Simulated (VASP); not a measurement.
Here is the system:

```yaml
crystal:
  lattice:
    - [2.12050, -3.67281, 0.00000]
    - [2.12050, 3.67281, 0.00000]
    - [0.00000, 0.00000, 6.88186]
  atoms:
    - { symbol: Cd, position: [0.00000, 0.00000, 0.00000] }
    - { symbol: I, position: [0.33333, 0.66667, 0.25177] }
    - { symbol: I, position: [0.66667, 0.33333, 0.74823] }
```

These are PBE GGA with D4 dispersion, VASP's PBE PAW potentials (set 64) (plane waves; VASP) values and carry that method's errors. Settings: 520 eV cut-off, 7×7×4 Γ-centred mesh, tetrahedra with Blöchl corrections, potentials Cd I.

The cores are frozen, which limits the accuracy of field gradients.

Question: Give the principal components of the electric field gradient (V/Å²) and the asymmetry η at each nucleus.

Answer: 
```
atom   Vxx   Vyy    Vzz     η
----  ----  ----  -----  ----
Cd1    0.1   0.1   -0.1     -
I2    20.1  20.1  -40.2  0.00
I3    20.1  20.1  -40.2  0.00
```

The compound is CdI2 in the 1T layered structure. It was relaxed first.
